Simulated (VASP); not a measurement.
Given:

```
CELL_PARAMETERS angstrom
      0.00000     2.87650     2.87650
      2.87650     0.00000     2.87650
      2.87650     2.87650     0.00000
ATOMIC_POSITIONS crystal
  Cd 0.00000 0.00000 0.00000
  S  0.25000 0.25000 0.25000
```

Method: HSE06 screened hybrid, VASP's PBE PAW potentials (set 64) (plane waves; VASP). Run with 520 eV cut-off, 6×6×6 Γ-centred mesh, Gaussian smearing of 0.050 eV, potentials Cd S.

Q: Give the stress tensor in GPa (positive for a compressed cell).

A: 
```
5.11  0.00  0.00
0.00  5.11  0.00
0.00  0.00  5.11
```
The pressure is its mean diagonal, 5.11 GPa.

The compound is CdS in the zinc blende structure, a metastable form; wurtzite is the usual one. This cell is one point of a volume scan, at 0.91 of the reference volume. The cell's shape comes from a PBE relaxation.
